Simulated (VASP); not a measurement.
Given:

```
CELL_PARAMETERS angstrom
      3.12968     0.00000     0.00000
      0.00000     3.12968     0.00000
      0.00000     0.00000     3.12968
ATOMIC_POSITIONS crystal
  Zn 0.50000 0.50000 0.50000
  Au 0.00000 0.00000 0.00000
```

Method: PBEsol GGA, VASP's PBE PAW potentials (set 64) (plane waves; VASP). Run with 500 eV cut-off, 12×12×12 Γ-centred mesh, first-order Methfessel-Paxton smearing of 0.10 eV, potentials Zn Au.

Energy and stress use the plane-wave basis of the starting cell.

**Question.** The ions, cell shape and volume at an external pressure of 5.0 GPa are relaxed. Predict the relaxed structure.

**Answer.** 
```
CELL_PARAMETERS angstrom
      3.09675     0.00000     0.00000
      0.00000     3.09675     0.00000
      0.00000     0.00000     3.09675
ATOMIC_POSITIONS crystal
  Zn 0.50000 0.50000 0.50000
  Au 0.00000 0.00000 0.00000
```
Space group Pm-3m (221), at a tolerance of 0.03 Å.

**Question.** How do energy and volume change from the first to the last step?

**Answer.** The energy (σ→0) changes by +7.1 meV/atom and the volume by -3.1 %, in 3 ionic steps.

```tsv
step	E(σ→0) (eV)	max force (eV/Å)	pressure (GPa)	volume (Å³)
1	-5.9553	0.000	-0.05	30.66
2	-5.8809	0.000	12.26	28.56
3	-5.9410	0.000	4.96	29.70
```

The compound is AuZn in the CsCl type structure. This run relaxes it under an external pressure of 5 GPa. Symmetry was kept, so distortions that lower it aren't found. The electron count is odd and the run is not spin-polarised, which forces a metal.
